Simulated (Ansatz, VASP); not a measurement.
**Two plane-wave programs on LiGa3**

INCAR

```
PREC = Accurate ; ENCUT = 520
EDIFF = 1E-6 ; ISMEAR = -1
SIGMA = 0.15 ; LREAL = F
LASPH = T ; NELM = 100
ALGO = Fast ; ISIF = 2
LWAVE = F ; LCHARG = F
GGA = CA ; NBANDS = 29
```

The input KPOINTS:

```
Automatic mesh
0
Gamma
  5 5 5
```

POSCAR

```
LiGa3
1.0
    4.0715480000      0.0000000000      0.0000000000
    0.0000000000      4.0715480000      0.0000000000
    0.0000000000      0.0000000000      4.0715480000
Li Ga
1 3
Direct
    0.0000000000     -0.0049121366      0.0000000000
    0.5000000000      0.0000000000      0.5000000000
    0.0000000000      0.5000000000      0.5000000000
    0.5000000000      0.5000000000      0.0000000000
```

Input for Ansatz:

```yaml
crystal:
  lattice:
    - [4.071548, 0.0, 0.0]
    - [0.0, 4.071548, 0.0]
    - [0.0, 0.0, 4.071548]
  atoms:
    - { symbol: Li, position: [0.0, -0.004912136612413755, 0.0] }
    - { symbol: Ga, position: [0.5, 0.0, 0.5] }
    - { symbol: Ga, position: [0.0, 0.5, 0.5] }
    - { symbol: Ga, position: [0.5, 0.5, 0.0] }
basis:
  ecutwfc: 571.4391111657479
kpoints:
  mp_grid:
    grid: [5, 5, 5]
    shift: [0.0, 0.0, 0.0]
hamiltonian:
  xc: lda
  pseudopotentials:
    kind: paw
scf:
  occupations:
    method: fermi_dirac
    width: 0.15
output:
  forces: true
```

The cell comes from a database or a generator and needn't be the stable form of this composition.

Alike in both runs: task single point; functional LDA; k mesh 5 × 5 × 5; occupations fermi-dirac, width 0.15 eV; no spin polarisation.

|  | VASP | Ansatz |
| --- | --- | --- |
| version | VASP 6.6.1 | Ansatz 0.2.0 |
| potentials or method | VASP PAW LDA potentials, release 64 (Li_sv, Ga_d) | plane waves, PAW |
| plane-wave cutoff (eV) | 520 | 571 |
| valence electrons in the cell | 42 | 42 |

```tsv
	VASP	Ansatz	Ansatz less VASP
rms of the force components (eV/Å)	0.013	0.013	-0.0001
```

Atom by atom the forces differ by 0.000 eV/Å (rms over components).
